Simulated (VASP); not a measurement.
Ir:

```
Ir
1.0
     0.00000    1.91560    1.91560
     1.91560    0.00000    1.91560
     1.91560    1.91560    0.00000
Ir
1
Direct
  0.00000 0.00000 0.00000
```

| Property | Result |
| --- | --- |
| Program | VASP 6.6.1 |
| Task | relaxation of cell and atoms |
| Functional | PBE |
| Potentials or basis | VASP PAW PBE potentials, release 64 (Ir) |
| Cutoff | 600 eV |
| k mesh | 16 × 16 × 16 |
| Occupations | methfessel-paxton, width 0.1 eV |
| Spin | no spin polarisation |

At the start: pressure 12.5 GPa; volume 14.06 Å³/atom.

Where does the relaxation end?

Over 4 steps the energy falls by 17.8 meV/atom and the volume is 14.53 Å³/atom (+3.4 %); space group Fm-3m (No. 225, to 0.05 Å).

The path:
```
step  energy change (eV)  largest force (eV/Å)  pressure (GPa)  volume (Å³)
   1              0.0000                0.0000           12.55        14.06
   2              0.1900                0.0000          -31.03        16.42
   3             -0.0178                0.0000           -0.63        14.56
   4             -0.0178                0.0000           -0.07        14.53
```

Final structure:
```
Ir
1.0
     0.00000    1.93691    1.93691
     1.93691    0.00000    1.93691
     1.93691    1.93691    0.00000
Ir
1
Direct
  0.00000 0.00000 0.00000
```
